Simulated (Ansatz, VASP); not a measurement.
# Cross-check of SiGe between VASP and Ansatz

Aim: how closely do two programs agree when they are given the same cell, functional and k mesh? The cell is generated by rule, not measured, and may not be a known phase. The cell is taken from a series of runs on this material, whose earlier steps may have relaxed, scaled, displaced or heated it; both programs get it as it stands.

Calculated with Ansatz 0.2.0; plane waves, with VASP 6.6.1 beside it; zone-centre phonons at PBEsol.

The structure was built from a prototype and need not be the compound's stable phase.

## (1) The starting structure

The structure is hexagonal, space group P6_3/mmc (No. 194). Conventional cell: a = 4.220 Å, b = 4.220 Å, c = 5.360 Å, α = 90.00°, β = 90.00°, γ = 120.00°. Si has 5 Ge at 2.44 to 2.68 Å nearest. Nearest to Ge lie 5 Si at 2.44 to 2.68 Å. Farther neighbours are not listed.

As a file:

```
Si Ge
1.0
     4.22008    0.00000    0.00000
    -2.11004    3.65470    0.00000
     0.00000    0.00000    5.36033
Si Ge
2 2
Cartesian
  0.0000 2.4365 1.3401
  2.1100 1.2182 4.0202
  2.1100 1.2182 1.3401
  0.0000 2.4365 4.0202
```

## (2) VASP: zone-centre phonons, PBEsol

Second derivatives magnify differences that forces hide, and they need a tight electronic threshold.

Lines of VASP's logs that name or quote its potential files are left out, and so is its time.

Input file INCAR:

```
SYSTEM = SiGe
PREC = Accurate
ENCUT = 500
EDIFF = 1E-08
NELM = 120
ISMEAR = 1
SIGMA = 0.15
LREAL = .FALSE.
ALGO = Normal
GGA = PS
NBANDS = 24
LORBIT = 11
LWAVE = .FALSE.
LCHARG = .FALSE.
ISIF = 2
IBRION = 8
LASPH = .TRUE.
GGA_COMPAT = .FALSE.
KPAR = 2
```

Input file POSCAR:

```
SiGe
1.0
    4.2200806046     -0.0000031855      0.0000000000
   -2.1100375436      3.6546986023      0.0000000000
    0.0000000000      0.0000000000      5.3603301693
Si Ge
2 2
Direct
    0.3333333333      0.6666666667      0.2500000000
    0.6666666667      0.3333333333      0.7500000000
    0.6666666667      0.3333333333      0.2500000000
    0.3333333333      0.6666666667      0.7500000000
```

Input file KPOINTS:

```
Automatic mesh
0
Gamma
12 12 8
0 0 0
```

Potentials, in the order of the species: Si and Ge_d (PBE family, release 64).

Started as:

```
$ mpirun -np 2 vasp_std
```

Numbers of over 12 decimals in the logs are rounded to 6 here.

The log of the run:

```text
[banner, memory and clock lines left out]
running    2 mpi-ranks, on    1 nodes
 distrk:  each k-point on    1 cores,    2 groups
 distr:  one band on    1 cores,    1 groups

 POSCAR found type information on POSCAR SiGe
 POSCAR found :  2 types and       4 ions
|                                                                             |
|               ----> ADVICE to this user running VASP <----                  |
|                                                                             |
|     You enforced a specific xc type in the INCAR file but a different       |
|     [... a line on the potential file left out ...]
|     I HOPE YOU KNOW WHAT YOU ARE DOING!                                     |
|                                                                             |

 LDA part: xc-table for (Slater+PW92), standard interpolation
 POSCAR, INCAR and KPOINTS ok, starting setup
 FFT: planning ... GRIDC
 FFT: planning ... GRID_SOFT
 FFT: planning ... GRID
 WAVECAR not read
 entering main loop
       N       E                     dE             d eps       ncg     rms          rms(c)
DAV:   1     0.258331239711E+03    0.25833E+03   -0.17763E+04  5272   0.314E+03
DAV:   2     0.199466423718E+02   -0.23838E+03   -0.23192E+03  4672   0.684E+02
DAV:   3    -0.186722669397E+02   -0.38619E+02   -0.38268E+02  5744   0.156E+02
DAV:   4    -0.201777409638E+02   -0.15055E+01   -0.15047E+01  5328   0.349E+01
DAV:   5    -0.202120426931E+02   -0.34302E-01   -0.34300E-01  5792   0.588E+00    0.485E+00
DAV:   6    -0.200701000822E+02    0.14194E+00   -0.68285E-02  6136   0.282E+00    0.277E+00
DAV:   7    -0.199971797177E+02    0.72920E-01   -0.91456E-02  5336   0.266E+00    0.173E-01
DAV:   8    -0.199979631055E+02   -0.78339E-03   -0.92741E-03  5768   0.127E+00    0.103E-01
DAV:   9    -0.199981284009E+02   -0.16530E-03   -0.29927E-04  5784   0.137E-01    0.418E-02
DAV:  10    -0.199981639375E+02   -0.35537E-04   -0.62746E-05  5960   0.831E-02    0.128E-02
DAV:  11    -0.199981674925E+02   -0.35550E-05   -0.58038E-06  5488   0.197E-02    0.226E-03
DAV:  12    -0.199981677170E+02   -0.22448E-06   -0.86010E-07  6344   0.143E-02    0.926E-04
DAV:  13    -0.199981677235E+02   -0.65556E-08   -0.85573E-08  5392   0.244E-03
   1 F= -.19998168E+02 E0= -.19997856E+02  d E =-.936562E-03
 Linear response reoptimize wavefunctions to high precision
DAV:   1    -0.199981677320E+02   -0.84665E-08   -0.95534E-09  5440   0.138E-03
DAV:   2    -0.199981677320E+02   -0.54570E-10   -0.80844E-10  3496   0.245E-04
 Linear response DOF=           4
 Linear response progress:
  Degree of freedom:   1/  4
       N       E                     dE             d eps       ncg     rms          rms(c)
RMM:   1    -0.213108265836E-01   -0.21311E-01    0.10630E-02 33168   0.984E-01
RMM:   2    -0.181751136856E-01    0.31357E-02   -0.29414E-03 28701   0.359E-01    0.716E-02
RMM:   3    -0.182424699965E-01   -0.67356E-04    0.22445E-04 30037   0.108E-01    0.416E-02
RMM:   4    -0.183535386093E-01   -0.11107E-03   -0.38136E-05 30831   0.514E-02    0.427E-03
RMM:   5    -0.183262599742E-01    0.27279E-04   -0.64672E-06 33565   0.130E-02    0.153E-03
RMM:   6    -0.183271017088E-01   -0.84173E-06    0.41905E-08 33865   0.314E-03    0.947E-04
RMM:   7    -0.183253375564E-01    0.17642E-05   -0.33980E-07 32877   0.988E-04    0.111E-04
RMM:   8    -0.183259957118E-01   -0.65816E-06    0.72657E-08 33310   0.330E-04    0.261E-05
RMM:   9    -0.183259110665E-01    0.84645E-07    0.11674E-07 34762   0.112E-04    0.102E-05
RMM:  10    -0.183258849418E-01    0.26125E-07    0.57575E-08 35305   0.468E-05    0.384E-06
RMM:  11    -0.183258825136E-01    0.24282E-08    0.25509E-08 34892   0.283E-05    0.799E-07
 first order change of Fermi-energy  -0.31230E-04
 force on displaced ion       1 direction 1 :  -9.792  -0.002   0.000
 Linear response progress:
  Degree of freedom:   2/  4
       N       E                     dE             d eps       ncg     rms          rms(c)
RMM:   1    -0.245399580252E-01   -0.24540E-01    0.13478E-02 12202   0.663E-01
RMM:   2    -0.221723457296E-01    0.23676E-02   -0.24196E-03 10476   0.182E-01    0.713E-02
RMM:   3    -0.221793841979E-01   -0.70385E-05   -0.45757E-04 10744   0.880E-02    0.315E-02
RMM:   4    -0.222725635339E-01   -0.93179E-04   -0.11006E-04 11712   0.343E-02    0.144E-02
RMM:   5    -0.222870998505E-01   -0.14536E-04   -0.17196E-05 11619   0.136E-02    0.287E-03
RMM:   6    -0.223023448014E-01   -0.15245E-04   -0.48067E-06 10733   0.678E-03    0.120E-03
RMM:   7    -0.222969093042E-01    0.54355E-05    0.43765E-07 11602   0.181E-03    0.274E-04
RMM:   8    -0.222959921881E-01    0.91712E-06    0.40257E-07 11759   0.573E-04    0.148E-04
RMM:   9    -0.222965369218E-01   -0.54473E-06    0.78589E-08 11550   0.239E-04    0.114E-05
RMM:  10    -0.222965722622E-01   -0.35340E-07    0.18775E-07 12255   0.689E-05    0.935E-06
RMM:  11    -0.222965091707E-01    0.63092E-07    0.26008E-07 11994   0.363E-05    0.162E-06
RMM:  12    -0.222965125234E-01   -0.33527E-08    0.38309E-07 10888   0.206E-05    0.872E-07
RMM:  13    -0.222965141793E-01   -0.16558E-08    0.25382E-07  9576   0.170E-05    0.481E-07
RMM:  14    -0.222965136162E-01    0.56303E-09    0.30164E-07  8331   0.163E-05    0.670E-08
 first order change of Fermi-energy  -0.87151E-04
 force on displaced ion       1 direction 3 :  -0.000   0.000  -0.587
 Linear response progress:
  Degree of freedom:   3/  4
       N       E                     dE             d eps       ncg     rms          rms(c)
RMM:   1    -0.188988253780E+00   -0.18899E+00    0.75292E+00 21459   0.493E+01
RMM:   2    -0.196366717357E+00   -0.73785E-02   -0.14599E-02 32193   0.786E-01    0.787E-02
RMM:   3    -0.196421070946E+00   -0.54354E-04   -0.52032E-04 32849   0.180E-01    0.453E-02
RMM:   4    -0.196440873627E+00   -0.19803E-04   -0.64775E-05 34131   0.611E-02    0.416E-03
RMM:   5    -0.196426007539E+00    0.14866E-04   -0.33625E-06 33533   0.173E-02    0.239E-03
RMM:   6    -0.196414303858E+00    0.11704E-04    0.28744E-06 35097   0.663E-03    0.713E-04
RMM:   7    -0.196414340490E+00   -0.36632E-07   -0.96921E-08 35194   0.205E-03    0.180E-04
RMM:   8    -0.196414149274E+00    0.19122E-06   -0.10206E-06 36258   0.806E-04    0.644E-05
RMM:   9    -0.196414328251E+00   -0.17898E-06   -0.45960E-07 36279   0.344E-04    0.212E-05
RMM:  10    -0.196414317384E+00    0.10867E-07   -0.27123E-07 36295   0.180E-04    0.572E-06
RMM:  11    -0.196414365774E+00   -0.48390E-07   -0.20377E-07 36478   0.112E-04    0.274E-06
RMM:  12    -0.196414384685E+00   -0.18911E-07   -0.12547E-07 36817   0.816E-05    0.149E-06
RMM:  13    -0.196414403627E+00   -0.18942E-07   -0.72566E-08 35833   0.688E-05    0.583E-07
RMM:  14    -0.196414393534E+00    0.10093E-07   -0.30746E-08 31595   0.626E-05    0.811E-07
RMM:  15    -0.196414399142E+00   -0.56084E-08   -0.44773E-08 29825   0.592E-05    0.348E-07
 first order change of Fermi-energy  -0.17736E-04
 force on displaced ion       3 direction 1 :  -9.798  -0.002   0.000
 Linear response progress:
  Degree of freedom:   4/  4
       N       E                     dE             d eps       ncg     rms          rms(c)
RMM:   1    -0.193447097730E+00   -0.19345E+00    0.83843E+00  7620   0.512E+01
RMM:   2    -0.201440008331E+00   -0.79929E-02   -0.15088E-02 11373   0.776E-01    0.819E-02
RMM:   3    -0.201652605076E+00   -0.21260E-03   -0.10320E-03 11337   0.189E-01    0.374E-02
RMM:   4    -0.201729487435E+00   -0.76882E-04   -0.92497E-05 12056   0.601E-02    0.157E-02
RMM:   5    -0.201742099536E+00   -0.12612E-04   -0.47210E-06 11481   0.239E-02    0.270E-03
RMM:   6    -0.201757731883E+00   -0.15632E-04   -0.26393E-05 11259   0.800E-03    0.128E-03
RMM:   7    -0.201747030105E+00    0.10702E-04   -0.21099E-06 12141   0.321E-03    0.359E-04
RMM:   8    -0.201745911728E+00    0.11184E-05   -0.11186E-05 12234   0.109E-03    0.164E-04
RMM:   9    -0.201745653724E+00    0.25800E-06   -0.69333E-07 12240   0.579E-04    0.358E-05
RMM:  10    -0.201745216993E+00    0.43673E-06    0.14832E-06 12394   0.253E-04    0.883E-06
RMM:  11    -0.201745161182E+00    0.55811E-07    0.95079E-07 12572   0.146E-04    0.540E-06
RMM:  12    -0.201745192967E+00   -0.31785E-07    0.63748E-07 12625   0.104E-04    0.217E-06
RMM:  13    -0.201745228437E+00   -0.35471E-07    0.20813E-07 12531   0.814E-05    0.155E-06
RMM:  14    -0.201745250842E+00   -0.22405E-07    0.12771E-07 11869   0.711E-05    0.102E-06
RMM:  15    -0.201745264505E+00   -0.13663E-07    0.88356E-08 12514   0.649E-05    0.557E-07
RMM:  16    -0.201745259996E+00    0.45095E-08    0.76626E-08 11020   0.608E-05    0.130E-06
 first order change of Fermi-energy   0.13461E-03
 force on displaced ion       3 direction 3 :   0.000   0.000  -0.765
 Linear response finished
```

Parts of OUTCAR (step 2):

```text
ion  position               nearest neighbor table
   1  0.333  0.667  0.250-   3 2.44   3 2.44   3 2.44   4 2.68   4 2.68
   2  0.667  0.333  0.750-   4 2.44   4 2.44   4 2.44   3 2.68   3 2.68
   3  0.667  0.333  0.250-   1 2.44   1 2.44   1 2.44   2 2.68   2 2.68
   4  0.333  0.667  0.750-   2 2.44   2 2.44   2 2.44   1 2.68   1 2.68

  LATTYP: Found a hexagonal cell.
 ALAT       =     4.2200806046
 C/A-ratio  =     1.2701961577

 Subroutine GETGRP returns: Found 24 space group operations
 (whereof 12 operations were pure point group operations)

The static configuration has the point symmetry D_3d.
 The point group associated with its full space group is D_6h.

 Found     95 irreducible k-points:

   k-points           NKPTS =     95   k-points in BZ     NKDIM =     95   number of bands    NBANDS=     24

   dimension x,y,z NGX =    32 NGY =   32 NGZ =   40
   dimension x,y,z NGXF=    64 NGYF=   64 NGZF=   80

   ENCUT  =  500.0 eV  36.75 Ry    6.06 a.u.   7.69  7.69  9.77*2*pi/ulx,y,z

   NELECT =      36.0000    total number of electrons

 k-points in reciprocal lattice and weights: Automatic mesh
   0.00000000  0.00000000  0.00000000       0.001
   0.08333333  0.00000000  0.00000000       0.005
   0.16666667  0.00000000  0.00000000       0.005
   0.25000000  0.00000000  0.00000000       0.005
   0.33333333  0.00000000  0.00000000       0.005
   0.41666667  0.00000000  0.00000000       0.005
   0.50000000  0.00000000  0.00000000       0.003
   0.08333333  0.08333333  0.00000000       0.005
   0.16666667  0.08333333  0.00000000       0.010
[...]
0.33333333  0.25000000  0.50000000       0.010
   0.33333333  0.33333333  0.50000000       0.002

 average (electrostatic) potential at core
       1 -83.8690       2 -83.8690       3 -73.2200       4 -73.2200

  Total       -0.0247611     -0.0247611      0.0223037      0.0000000     -0.0000000      0.0000000
  in kB       -0.4798619     -0.4798619      0.4322393      0.0000000     -0.0000000      0.0000000
  external PRESSURE =      -0.1758282 kB  Pullay stress =       0.0000000 kB

  energy-cutoff  :      500.00
  volume of cell :       82.67
      direct lattice vectors                 reciprocal lattice vectors
     4.220080605 -0.000003185  0.000000000     0.236962402  0.136810068  0.000000000
    -2.110037544  3.654698602  0.000000000     0.000000207  0.273620494  0.000000000
     0.000000000  0.000000000  5.360330169     0.000000000  0.000000000  0.186555673

 POSITION                                       TOTAL-FORCE (eV/Angst)
 -----------------------------------------------------------------------------------
      0.00000      2.43646      1.34008        -0.000000      0.000000      0.000000
      2.11004      1.21823      4.02025         0.000000     -0.000000      0.000000
      2.11004      1.21823      1.34008         0.000000     -0.000000      0.000000
      0.00000      2.43646      4.02025        -0.000000      0.000000      0.000000
 -----------------------------------------------------------------------------------
    total drift:                               -0.000000      0.000000     -0.000000

 Eigenvectors and eigenvalues of the dynamical matrix
 ----------------------------------------------------

   1 f  =   11.095754 THz    69.716678 2PiTHz  370.114510 cm-1    45.888330 meV
             X         Y         Z           dx          dy          dz
      0.000002  2.436465  1.340083     0.591319   -0.130430    0.000000
      2.110041  1.218231  4.020248    -0.591319    0.130430   -0.000000
      2.110041  1.218231  1.340083    -0.356573    0.078651   -0.000000
      0.000002  2.436465  4.020248     0.356573   -0.078651   -0.000000

   2 f  =   11.095754 THz    69.716678 2PiTHz  370.114510 cm-1    45.888330 meV
             X         Y         Z           dx          dy          dz
      0.000002  2.436465  1.340083     0.130430    0.591319   -0.000000
      2.110041  1.218231  4.020248    -0.130430   -0.591319    0.000000
      2.110041  1.218231  1.340083    -0.078651   -0.356573    0.000000
      0.000002  2.436465  4.020248     0.078651    0.356573    0.000000

   3 f  =   10.485645 THz    65.883250 2PiTHz  349.763468 cm-1    43.365124 meV
             X         Y         Z           dx          dy          dz
      0.000002  2.436465  1.340083    -0.586270    0.129315    0.000000
      2.110041  1.218231  4.020248    -0.586270    0.129315    0.000000
      2.110041  1.218231  1.340083     0.364816   -0.080468    0.000000
      0.000002  2.436465  4.020248     0.364816   -0.080468   -0.000000

   4 f  =   10.485645 THz    65.883250 2PiTHz  349.763468 cm-1    43.365124 meV
             X         Y         Z           dx          dy          dz
      0.000002  2.436465  1.340083     0.129315    0.586270    0.000000
      2.110041  1.218231  4.020248     0.129315    0.586270    0.000000
      2.110041  1.218231  1.340083    -0.080468   -0.364816   -0.000000
      0.000002  2.436465  4.020248    -0.080468   -0.364816   -0.000000

   5 f  =    2.479622 THz    15.579922 2PiTHz   82.711274 cm-1    10.254886 meV
             X         Y         Z           dx          dy          dz
      0.000002  2.436465  1.340083    -0.000000   -0.000000    0.698409
      2.110041  1.218231  4.020248     0.000000    0.000000   -0.698409
      2.110041  1.218231  1.340083    -0.000000   -0.000000   -0.110565
      0.000002  2.436465  4.020248     0.000000    0.000000    0.110565

   6 f  =    2.359405 THz    14.824579 2PiTHz   78.701283 cm-1     9.757711 meV
             X         Y         Z           dx          dy          dz
      0.000002  2.436465  1.340083     0.000000   -0.000000    0.609550
      2.110041  1.218231  4.020248    -0.000000    0.000000    0.609550
      2.110041  1.218231  1.340083     0.000000   -0.000000   -0.358397
      0.000002  2.436465  4.020248    -0.000000    0.000000   -0.358397

   7 f  =    1.912720 THz    12.017977 2PiTHz   63.801487 cm-1     7.910373 meV
             X         Y         Z           dx          dy          dz
      0.000002  2.436465  1.340083     0.000000    0.000000   -0.110565
      2.110041  1.218231  4.020248    -0.000000   -0.000000    0.110565
      2.110041  1.218231  1.340083     0.000000    0.000000   -0.698409
      0.000002  2.436465  4.020248    -0.000000   -0.000000    0.698409

   8 f  =    1.823492 THz    11.457336 2PiTHz   60.825135 cm-1     7.541352 meV
             X         Y         Z           dx          dy          dz
      0.000002  2.436465  1.340083    -0.356593    0.078559    0.000000
      2.110041  1.218231  4.020248     0.356593   -0.078559    0.000000
      2.110041  1.218231  1.340083    -0.591352    0.130277   -0.000000
      0.000002  2.436465  4.020248     0.591352   -0.130277    0.000000

   9 f  =    1.823492 THz    11.457336 2PiTHz   60.825135 cm-1     7.541352 meV
             X         Y         Z           dx          dy          dz
      0.000002  2.436465  1.340083     0.078559    0.356593    0.000000
      2.110041  1.218231  4.020248    -0.078559   -0.356593   -0.000000
      2.110041  1.218231  1.340083     0.130277    0.591352    0.000000
      0.000002  2.436465  4.020248    -0.130277   -0.591352   -0.000000

  10 f/i=    0.002567 THz     0.016130 2PiTHz    0.085632 cm-1     0.010617 meV
             X         Y         Z           dx          dy          dz
      0.000002  2.436465  1.340083    -0.336104   -0.163093   -0.000000
      2.110041  1.218231  4.020248    -0.336104   -0.163093   -0.000000
      2.110041  1.218231  1.340083    -0.540130   -0.262096   -0.000000
      0.000002  2.436465  4.020248    -0.540130   -0.262096   -0.000000

  11 f/i=    0.002567 THz     0.016130 2PiTHz    0.085632 cm-1     0.010617 meV
             X         Y         Z           dx          dy          dz
      0.000002  2.436465  1.340083     0.163093   -0.336104   -0.000000
      2.110041  1.218231  4.020248     0.163093   -0.336104   -0.000000
      2.110041  1.218231  1.340083     0.262096   -0.540130   -0.000000
      0.000002  2.436465  4.020248     0.262096   -0.540130   -0.000000

  12 f/i=    0.058664 THz     0.368596 2PiTHz    1.956816 cm-1     0.242614 meV
             X         Y         Z           dx          dy          dz
      0.000002  2.436465  1.340083     0.000000    0.000000   -0.358397
      2.110041  1.218231  4.020248     0.000000    0.000000   -0.358397
      2.110041  1.218231  1.340083     0.000000    0.000000   -0.609550
      0.000002  2.436465  4.020248     0.000000    0.000000   -0.609550

 ELASTIC MODULI CONTR FROM IONIC RELAXATION (kBar)
 Direction    XX          YY          ZZ          XY          YZ          ZX
 --------------------------------------------------------------------------------
 XX        -284.7053    284.7053      0.0000      0.0000     -0.0000     -0.0000
 YY         284.7053   -284.7053     -0.0000      0.0000      0.0000      0.0000
 ZZ           0.0000     -0.0000     -0.0000      0.0000     -0.0000      0.0000
 XY           0.0000      0.0000      0.0000   -284.7053     -0.0000     -0.0000
 YZ          -0.0000      0.0000     -0.0000     -0.0000     -0.0000      0.0000
 ZX          -0.0000      0.0000      0.0000     -0.0000      0.0000     -0.0000
 --------------------------------------------------------------------------------
```

(Part 1 of 2 ends here.)

[Lines on the potential files, build, host, timing and source positions are cut from VASP's logs without a mark.]

[Logs are printed without paths, hosts, clocks, repeated set-up lines and the standing remarks that a program may print on its own settings, such as how far it seeks lower states.]

[Hosts, paths, dates, database ids (printed as entryN), source tags and the programs' standing remarks are cut or masked in the printed files.]
